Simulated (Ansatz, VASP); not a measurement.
Two plane-wave programs on BiIr

```
Ir Bi
1.0
     0.00000    2.99698    2.99698
     2.99698    0.00000    2.99698
     2.99698    2.99698    0.00000
Ir Bi
1 1
Direct
  0.00000 0.00000 0.00000
  0.25000 0.25000 0.25000
```

Alike in both runs: task single point; functional r2SCAN; k mesh 10 × 10 × 10; occupations gaussian, width 0.05 eV; no spin polarisation.

|  | VASP | Ansatz |
| --- | --- | --- |
| version | VASP 6.6.1 | Ansatz 0.2.0 |
| potentials or method | VASP PAW PBE potentials, release 64 (Ir, Bi_d) | scalar-relativistic, plane waves, PAW |
| plane-wave cutoff (eV) | 520 | 500 |
| valence electrons in the cell | 24 | 32 |

```tsv
	VASP	Ansatz	Ansatz less VASP
gap on the k mesh at the Fermi level (eV)	none	none	-
pressure (GPa)	4.7	4.3	-0.42
```

A gap of «none» marks a metal or a gap that the smearing closes. The two sets of potentials don't hold the same shells in valence.

Caveats: the PAW data sets were made with another functional, which shifts forces and pressure a little (VASP); spin-orbit coupling is left out, which moves the levels of the heavy elements.
